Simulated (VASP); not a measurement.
Rh (fcc) is relaxed at rising pressure, each step from the one before. Symmetry mostly holds the structure type, and other phases were not tried. The mesh follows the cell, and a change of mesh leaves a small step in the series.

Consider the following.

Rh is modelled in the cubic space group Fm-3m (No. 225), the fcc (Cu type) structure, Pearson symbol cF4. Cell: a = 3.757 Å, b = 3.757 Å, c = 3.757 Å, α = 90.00°, β = 90.00°, γ = 90.00°. Rh on 4a is surrounded by 12 Rh at 2.657 Å (cuboctahedral). (Neighbours: up to the widest gap in distance over summed covalent radii, below 1.35, at either atom.)
(The calculation used a cell of 1 atom; values per cell refer to that cell.)

Method: LDA (Ceperley-Alder, Perdew-Zunger), VASP's LDA PAW potentials (set 64) (plane waves; VASP). Run with 500 eV cut-off, 17×17×17 Γ-centred mesh, first-order Methfessel-Paxton smearing of 0.10 eV, potentials Rh_pv.

```tsv
P (GPa)	V (Å³/atom)	H − H(0) (eV/atom)	space group	gap on the mesh (eV)	k-mesh
0	13.26	0.000	Fm-3m	0.00	17×17×17
5	…	…	Fm-3m	0.00	17×17×17
10	…	…	Fm-3m	0.00	17×17×17
20	12.55	1.609	Fm-3m	0.00	17×17×17
30	12.27	2.383	Fm-3m	0.00	17×17×17
45	11.90	3.514	Fm-3m	0.00	17×17×17
```

Question: Some entries are withheld; supply them.

Answer: 
- 5, V (Å³/atom): 13.06
- 5, H − H(0) (eV/atom): 0.411
- 10, V (Å³/atom): 12.88
- 10, H − H(0) (eV/atom): 0.815

Pressures at which the relaxation failed are left out.

The compound is Rh in the fcc structure.
